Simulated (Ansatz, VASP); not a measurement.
**One calculation of In3TeW, two programs**

```
In Te W
1.0
     5.39370    0.00000    0.00000
     0.00000    5.39370    0.00000
     0.00000    0.00000    5.39370
In Te W
3 1 1
Cartesian
  2.6969 2.6969 0.0000
  0.0000 2.6969 2.6969
  2.6969 0.0000 2.6969
  0.0000 0.0000 0.0000
  2.6969 2.6969 2.6969
```

Change from the starting cell: species swapped into the Ce3InC type (Pm-3m, No. 221).

Alike in both runs: functional PBE; k mesh 4 × 4 × 4; occupations gaussian, width 0.1 eV; no spin polarisation.

Ansatz relaxed the structure, and its values are those at the end. VASP's run is a single point on that final structure, the one shown.

```csv
,VASP,Ansatz
version,VASP 6.6.1,Ansatz 0.2.0
potentials or method,"VASP PAW PBE potentials, release 64 (In_d, Te, W_sv)","scalar-relativistic, plane waves, PAW"
plane-wave cutoff (eV),520,420
valence electrons in the cell,59,69
```

```csv
,VASP,Ansatz,Ansatz less VASP
gap on the k mesh at the Fermi level (eV),none,none,-
pressure (GPa),0.1,0.1,+0.01
```

A gap of «none» marks a metal or a gap that the smearing closes. The functional is the same, so the differences come from potentials, cutoffs and numerics. The two sets of potentials don't hold the same shells in valence.

The runs have no spin-orbit coupling, so splittings on Te, W are missing.
